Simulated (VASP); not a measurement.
# Li2MnN2 (P-3m1) in VASP: a series of runs

Runs on Li2MnN2. Level: PBEsol. Tasks: single point.

Everything below comes from runs of VASP 6.6.1. Logs are shortened: lines on timing, memory, paths and dates and some standing lists are left out, and cuts for length are marked.

## 1. The structure

Symmetry: P-3m1, No. 164, trigonal system. Conventional cell: a = 3.026 Å, b = 3.026 Å, c = 5.423 Å, α = 90.00°, β = 90.00°, γ = 120.00°. Around Mn (site symmetry -3m) lie 6 N at 2.05 Å. N (site symmetry 3m) has 3 Li at 1.94 Å and 3 Mn at 2.05 Å as nearest neighbours. Around Li (site symmetry 3m) lie 3 N at 1.94 Å.

The cell comes from a database or a generator and needn't be the stable form of this composition.

## 2. Single point, PBEsol, collinear spin, ferromagnetic start

INCAR reads:

```
PREC = Accurate
ENCUT = 520
EDIFF = 1E-6
ISMEAR = 0
SIGMA = 0.1
LREAL = F
LASPH = T
NELM = 150
ALGO = Normal
ISIF = 2
LWAVE = F
LCHARG = T
ISPIN = 2
MAGMOM = 4 0 0 0 0
LORBIT = 11
LMAXMIX = 4
GGA = PS
LELF = T
LVHAR = T
NBANDS = 26
```

KPOINTS reads:

```
Automatic mesh
0
Gamma
  10 10 5
```

POSCAR reads:

```
Li2MnN2
1.0
    3.0263108743      0.0000000000      0.0000000000
   -1.5131554371      2.6208620969      0.0000000000
    0.0000000000      0.0000000000      5.4232150044
Mn N Li
1 2 2
Cartesian
    0.0000000000      0.0000000000      0.0000000000
   -0.0000000001      1.7472413980      1.0809497915
    1.5131554373      0.8736206989      4.3422652129
   -0.0000000001      1.7472413980      3.5048231984
    1.5131554373      0.8736206989      1.9183918060
```

Potentials or basis: VASP PAW PBE potentials, release 64 (Mn_pv, N, Li_sv).

Run with:

```sh
$ cat potpaw_PBE.64/Mn_pv/POTCAR potpaw_PBE.64/N/POTCAR potpaw_PBE.64/Li_sv/POTCAR > POTCAR
$ mpirun -np 1 vasp_std > vasp.out
```

OUTCAR:

```text
PREC = Accurate
   ENCUT = 520
   EDIFF = 1E-6
   ISMEAR = 0
   LREAL = F
   LASPH = T
   NELM = 150
   ISIF = 2
   ISPIN = 2
   LORBIT = 11
   GGA = PS

 ion  position               nearest neighbor table
   1  0.000  0.000  0.000-   2 2.05   3 2.05   2 2.05   3 2.05   3 2.05   2 2.05   4 2.59   5 2.59
                             5 2.59   4 2.59   5 2.59   4 2.59
   2  0.333  0.667  0.199-   5 1.94   5 1.94   5 1.94   1 2.05   1 2.05   1 2.05
   3  0.667  0.333  0.801-   4 1.94   4 1.94   4 1.94   1 2.05   1 2.05   1 2.05
   4  0.333  0.667  0.646-   3 1.94   3 1.94   3 1.94   5 2.36   5 2.36   5 2.36   1 2.59   1 2.59
                             1 2.59
   5  0.667  0.333  0.354-   2 1.94   2 1.94   2 1.94   4 2.36   4 2.36   4 2.36   1 2.59   1 2.59
                             1 2.59

  LATTYP: Found a hexagonal cell.
 ALAT       =     3.0263108743
 C/A-ratio  =     1.7920217815

  Lattice vectors:

 A1 = (   3.0263108743,   0.0000000000,   0.0000000000)
 A2 = (  -1.5131554371,   2.6208620969,   0.0000000000)
 A3 = (   0.0000000000,   0.0000000000,   5.4232150044)

Analysis of symmetry for initial positions (statically):
=====================================================================
 Subroutine PRICEL returns:
 Original cell was already a primitive cell.

 Routine SETGRP: Setting up the symmetry group for a
 hexagonal supercell.

 Subroutine GETGRP returns: Found 12 space group operations
 (whereof 12 operations were pure point group operations)
 out of a pool of 24 trial point group operations.

The static configuration has the point symmetry D_3d.

Analysis of symmetry for dynamics (positions and initial velocities):
=====================================================================
 Subroutine PRICEL returns:
 Original cell was already a primitive cell.

 Routine SETGRP: Setting up the symmetry group for a
 hexagonal supercell.

 Subroutine GETGRP returns: Found 12 space group operations
 (whereof 12 operations were pure point group operations)
 out of a pool of 24 trial point group operations.

The dynamic configuration has the point symmetry D_3d.

Analysis of structural, dynamic, and magnetic symmetry:
=====================================================================
 Subroutine PRICEL returns:
 Original cell was already a primitive cell.

 Routine SETGRP: Setting up the symmetry group for a
 hexagonal supercell.

 Subroutine GETGRP returns: Found 12 space group operations
 (whereof 12 operations were pure point group operations)
 out of a pool of 24 trial point group operations.

The overall configuration has the point symmetry D_3d.

[... 139 lines left out ...]
 maximum number of plane-waves:      1178
 NGX is ok and might be reduce to    24
   NGX = 11   NGY = 11   NGZ = 21

 number of electron      29.0000005 magnetization       2.9998875

 Free energy of the ion-electron system (eV)
  ---------------------------------------------------
  ext. energy  EPLUGINS =         0.00000000
  ---------------------------------------------------
  free energy    TOTEN  =       -33.33242188 eV

  energy without entropy =      -33.33240193  energy(sigma->0) =      -33.33241191

 E-fermi :   5.7532     XC(G=0): -11.4438

 val. band max:        5.5293487628   @ k =   0.1000  -0.0000   0.4000
 cond. band min:       5.9472716719   @ k =   0.5000  -0.0000   0.4000
 fundamental gap:      0.4179229091
 Fermi energy:         5.7532107202

 spin component 1

 k-point     1 :       0.0000    0.0000    0.0000
  band No.  band energies     occupation
      1     -44.3960      1.00000
      2     -44.3307      1.00000
      3     -44.3307      1.00000
      4     -38.5450      1.00000
      5     -38.4000      1.00000
      6      -9.6832      1.00000
[... 685 lines left out ...]
     25      19.5229      0.00000
     26      21.0276      0.00000

 [... further k-points ...]

 spin component 2

 k-point     1 :       0.0000    0.0000    0.0000
  band No.  band energies     occupation
      1     -41.3733      1.00000
      2     -41.3038      1.00000
      3     -41.3038      1.00000
      4     -38.5489      1.00000
      5     -38.4030      1.00000
      6      -9.5058      1.00000
[... 685 lines left out ...]
     25      20.1241      0.00000
     26      21.2466      0.00000

 [... further k-points ...]

------------------------ aborting loop because EDIFF is reached ----------------------------------------

  FORCE on cell =-STRESS in cart. coord.  units (eV):
  Direction    XX          YY          ZZ          XY          YZ          ZX
  --------------------------------------------------------------------------------------
  -------------------------------------------------------------------------------------
  Total       -1.9030500     -1.9030500     -1.5341943     -0.0000000      0.0000000      0.0000000
  in kB      -70.8836808    -70.8836808    -57.1447604     -0.0000000      0.0000000      0.0000000
  external PRESSURE =     -66.3040407 kB  Pullay stress =       0.0000000 kB

 VOLUME and BASIS-vectors are now :
 -----------------------------------------------------------------------------
  energy-cutoff  :      520.00
  volume of cell :       43.01
      direct lattice vectors                 reciprocal lattice vectors
     3.026310874  0.000000000  0.000000000     0.330435319  0.190776921  0.000000000
    -1.513155437  2.620862097  0.000000000     0.000000000  0.381553841  0.000000000
     0.000000000  0.000000000  5.423215004     0.000000000  0.000000000  0.184392468

 POSITION                                       TOTAL-FORCE (eV/Angst)
 -----------------------------------------------------------------------------------
      0.00000      0.00000      0.00000         0.000000      0.000000      0.000000
     -0.00000      1.74724      1.08095         0.000000      0.000000     -0.324819
      1.51316      0.87362      4.34227        -0.000000      0.000000      0.324819
     -0.00000      1.74724      3.50482         0.000000      0.000000      0.068967
      1.51316      0.87362      1.91839         0.000000     -0.000000     -0.068967
 -----------------------------------------------------------------------------------
    total drift:                               -0.000000     -0.000000     -0.000000

  FREE ENERGIE OF THE ION-ELECTRON SYSTEM (eV)
  ---------------------------------------------------
  free  energy   TOTEN  =       -33.3324218770 eV

  energy  without entropy=      -33.3324019331  energy(sigma->0) =      -33.33241191

 total charge

# of ion       s       p       d       tot
------------------------------------------
    1        0.333   6.411   4.928  11.672
    2        1.236   2.425   0.000   3.662
    3        1.236   2.425   0.000   3.662
    4        2.041   0.114   0.000   2.155
    5        2.041   0.114   0.000   2.155
--------------------------------------------------
tot          6.888  11.489   4.928  23.305

 magnetization (x)

# of ion       s       p       d       tot
------------------------------------------
    1        0.031   0.043   2.747   2.821
    2        0.001   0.031   0.000   0.032
    3        0.001   0.031   0.000   0.032
    4        0.000  -0.004   0.000  -0.003
    5        0.000  -0.004   0.000  -0.003
--------------------------------------------------
tot          0.034   0.098   2.747   2.879
```

OSZICAR:

```text
N       E                     dE             d eps       ncg     rms          rms(c)
DAV:   1     0.259205753737E+03    0.25921E+03   -0.14680E+04  6064   0.128E+03
DAV:   2    -0.194462215431E+02   -0.27865E+03   -0.25955E+03  6408   0.372E+02
DAV:   3    -0.421661529399E+02   -0.22720E+02   -0.22230E+02  9226   0.100E+02
DAV:   4    -0.436160992280E+02   -0.14499E+01   -0.14305E+01  8622   0.184E+01
DAV:   5    -0.436321529849E+02   -0.16054E-01   -0.16046E-01  7874   0.234E+00    0.302E+01
DAV:   6    -0.522536882210E+02   -0.86215E+01   -0.10095E+02  6310   0.865E+01    0.570E+01
DAV:   7    -0.334349894790E+02    0.18819E+02   -0.10941E+02  6870   0.814E+01    0.136E+01
DAV:   8    -0.333573120540E+02    0.77677E-01   -0.25581E+00  6582   0.134E+01    0.542E+00
DAV:   9    -0.333287358834E+02    0.28576E-01   -0.23693E-01  7966   0.575E+00    0.220E+00
DAV:  10    -0.333341180455E+02   -0.53822E-02   -0.61087E-02  6870   0.164E+00    0.104E+00
DAV:  11    -0.333317082694E+02    0.24098E-02   -0.11224E-02  6682   0.653E-01    0.322E-01
DAV:  12    -0.333323133322E+02   -0.60506E-03   -0.13310E-03  7172   0.305E-01    0.137E-01
DAV:  13    -0.333323775899E+02   -0.64258E-04   -0.36428E-04  7510   0.167E-01    0.845E-02
DAV:  14    -0.333324100452E+02   -0.32455E-04   -0.57301E-05  7936   0.832E-02    0.282E-02
DAV:  15    -0.333324196128E+02   -0.95677E-05   -0.17479E-05  6474   0.384E-02    0.126E-02
DAV:  16    -0.333324218160E+02   -0.22032E-05   -0.25530E-06  6366   0.133E-02    0.289E-03
DAV:  17    -0.333324218770E+02   -0.60950E-07   -0.29167E-07  3470   0.450E-03
   1 F= -.33332422E+02 E0= -.33332412E+02  d E =-.199439E-04  mag=     2.9999
```

stdout:

```text
POSCAR found type information on POSCAR MnN Li
 POSCAR found :  3 types and       5 ions
 scaLAPACK will be used
 -----------------------------------------------------------------------------
|                                                                             |
|                                                                             |
|     You enforced a specific xc type in the INCAR file but a different       |
|     I HOPE YOU KNOW WHAT YOU ARE DOING!                                     |
|                                                                             |
 -----------------------------------------------------------------------------

 LDA part: xc-table for (Slater+PW92), standard interpolation
 POSCAR, INCAR and KPOINTS ok, starting setup
 FFT: planning ... GRIDC
 FFT: planning ... GRID_SOFT
 FFT: planning ... GRID
 WAVECAR not read
 entering main loop
```

Wall time 2.6 min (1 thread of Intel Xeon Platinum 8375C at 2.90GHz (Ice Lake), shared host); peak memory 0.23 GiB.

What came out:

* Free energy: -33.3324 eV
* Largest force: 0.325 eV/Å
* Band gap on the k mesh: 0.42 eV, indirect (least direct gap 0.72 eV)
* Net moment: 3.00 μB per cell
* Site moments: Mn +2.82; N +0.03; Li -0.00 μB
* Valence electrons inside the program's atomic spheres: Mn 11.67; N 3.66; Li 2.15

Forces in eV/Å, atoms in the order of the input:
```
Mn   0.000  0.000  0.000
N    0.000  0.000 -0.325
N    0.000  0.000  0.325
Li   0.000  0.000  0.069
Li   0.000  0.000 -0.069
```

Levels at points of the mesh, in eV from the valence-band top:
Spin up:
```
           k point  band 14  band 15  band 16  band 17  band 18  band 19
(0.00, 0.00, 0.00)    -0.43    -0.23    -0.23     2.48     2.48     4.05
(0.50, 0.00, 0.00)    -1.86    -1.71    -1.01     1.83     2.37     5.77
```
Spin down:
| k point | band 9 | band 10 | band 11 | band 12 | band 13 | band 14 | band 15 | band 16 | band 17 | band 18 |
| --- | --- | --- | --- | --- | --- | --- | --- | --- | --- | --- |
| (0.00, 0.00, 0.00) | -3.39 | -3.39 | -0.36 | -0.14 | -0.14 | 0.58 | 0.58 | 1.18 | 3.70 | 3.70 |
| (0.50, 0.00, 0.00) | -4.33 | -3.32 | -3.17 | -1.97 | -1.85 | 0.56 | 1.47 | 1.84 | 3.33 | 3.66 |

Caveat: the cutoff is under 1.25 times the usual one of these potentials, so pressure, stress and relaxed cells hold a basis-set (Pulay) error; the PAW data sets were made with another functional, which shifts forces and pressure a little; an odd mesh through Γ misses points on the zone boundary, where band edges often lie; a cell with one magnetic atom can't hold antiferromagnetic order, which such compounds often take.

## 3. Single point, PBEsol, collinear spin, ferromagnetic start

run.py reads:

```python
from ase.calculators.vasp import Vasp
from ase.dft.bandgap import bandgap
from ase.io import read

atoms = read('Li2MnN2.cif', primitive_cell=True, subtrans_included=False)
atoms.set_initial_magnetic_moments([4.0, 0.0, 0.0, 0.0, 0.0])
calc = Vasp(
    directory='calc',
    xc='pbesol',
    pp='PBE',
    setups='materialsproject',
    prec='Accurate',
    encut=520,
    ediff=1e-06,
    ismear=0,
    sigma=0.1,
    lreal=False,
    lasph=True,
    nelm=120,
    algo='Normal',
    isif=2,
    lwave=False,
    lcharg=True,
    ispin=2,
    lorbit=11,
    lmaxmix=4,
    lelf=True,
    lvhar=True,
    kpts=[10, 10, 5],
    gamma=True,
)
atoms.calc = calc

print('energy (eV):', atoms.get_potential_energy())
print('free energy (eV):', atoms.get_potential_energy(force_consistent=True))
print('forces (eV/A):')
print(atoms.get_forces())
print('stress (eV/A^3, Voigt):', atoms.get_stress())
print('Fermi level (eV):', calc.get_fermi_level())
print('moment (muB):', atoms.get_magnetic_moment())
print('site moments (muB):', atoms.get_magnetic_moments())
gap, top, bottom = bandgap(calc)
print('band gap (eV):', gap, 'from (spin, k, band)', top, 'to', bottom)
```

Li2MnN2.cif reads:

```cif
data_Li2MnN2
_cell_length_a 3.02631087
_cell_length_b 3.02631087
_cell_length_c 5.42321500
_cell_angle_alpha 90.00000000
_cell_angle_beta 90.00000000
_cell_angle_gamma 120.00000000
_space_group_name_H-M_alt 'P-3m1'
_space_group_name_Hall '-P 3 2"'
_space_group_IT_number 164
loop_
_space_group_symop_operation_xyz
'x,y,z'
'-x,-y,-z'
'-y,x-y,z'
'y,-x+y,-z'
'-x+y,-x,z'
'x-y,x,-z'
'y,x,-z'
'-y,-x,z'
'x-y,-y,-z'
'-x+y,y,z'
'-x,-x+y,-z'
'x,x-y,z'
loop_
_atom_site_label
_atom_site_type_symbol
_atom_site_symmetry_multiplicity
_atom_site_Wyckoff_symbol
_atom_site_fract_x
_atom_site_fract_y
_atom_site_fract_z
_atom_site_occupancy
Mn1 Mn 1 a 0.0000000000 0.0000000000 0.0000000000 1
N1 N 2 d 0.3333333333 0.6666666667 0.1993190000 1
Li1 Li 2 d 0.3333333333 0.6666666667 0.6462630000 1
```

Potentials or basis: VASP PAW PBE potentials, release 64 (Mn_pv, N, Li_sv).

Run with:

```sh
$ python run.py
```

Wall time 2.6 min (1 thread of Intel Xeon Platinum 8375C at 2.90GHz (Ice Lake), shared host); peak memory 0.22 GiB.

It converged, with:

```
Free energy                                           : -33.3324 eV
Largest force                                         : 0.325 eV/Å
Band gap on the k mesh                                : 0.42 eV, indirect (least direct gap 0.72 eV)
Net moment                                            : 3.00 μB per cell
Site moments                                          : Mn +2.82; N +0.03; Li -0.00 μB
Valence electrons inside the program's atomic spheres : Mn 11.67; N 3.66; Li 2.15
```

Forces on the atoms (eV/Å):
```
Mn   0.000  0.000  0.000
N    0.000  0.000 -0.325
N    0.000  0.000  0.325
Li   0.000  0.000  0.069
Li   0.000  0.000 -0.069
```

Levels at points of the mesh, in eV from the valence-band top:
Spin up:
| k point | band 14 | band 15 | band 16 | band 17 | band 18 | band 19 |
| --- | --- | --- | --- | --- | --- | --- |
| (0.00, 0.00, 0.00) | -0.43 | -0.23 | -0.23 | 2.48 | 2.48 | 4.05 |
| (0.50, 0.00, 0.00) | -1.86 | -1.71 | -1.01 | 1.83 | 2.37 | 5.77 |
Spin down:
```csv
k point,band 10,band 11,band 12,band 13,band 14,band 15,band 16,band 17
"(0.00, 0.00, 0.00)",-3.39,-0.36,-0.14,-0.14,0.58,0.58,1.18,3.70
"(0.50, 0.00, 0.00)",-3.32,-3.17,-1.97,-1.85,0.56,1.47,1.84,3.33
```

Caveat: the cutoff is under 1.25 times the usual one of these potentials, so pressure, stress and relaxed cells hold a basis-set (Pulay) error; the PAW data sets were made with another functional, which shifts forces and pressure a little; an odd mesh through Γ misses points on the zone boundary, where band edges often lie; a cell with one magnetic atom can't hold antiferromagnetic order, which such compounds often take.
